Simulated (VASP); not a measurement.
Given:

```xyz
3
Lattice="0.0000 2.6950 2.6950 2.6950 0.0000 2.6950 2.6950 2.6950 0.0000" Properties=species:S:1:pos:R:3 pbc="T T T"
Cd     0.0000     0.0000     0.0000
F      1.3475     1.3475     1.3475
F      4.0425     4.0425     4.0425
```

Computed with PBE GGA with spin-orbit coupling, VASP's PBE PAW potentials (set 64) (plane waves; VASP 6.6.1). Settings: 520 eV cut-off, 8×8×8 Γ-centred mesh, Gaussian smearing of 0.050 eV, potentials Cd F.

### Question
Give the stress tensor in GPa (positive for a compressed cell).

### Answer

```
6.08  0.00  0.00
0.00  6.08  0.00
0.00  0.00  6.08
```
The pressure is its mean diagonal, 6.08 GPa.

The compound is CdF2 in the fluorite structure. The cell was not relaxed at this level. The run is one of a series of settings (GGA_COMPAT = .FALSE., LSORBIT = .TRUE., MAGMOM = 0 0 0 0 0 0 0 0 0, program vasp_ncl against the base run), some of them coarse on purpose.
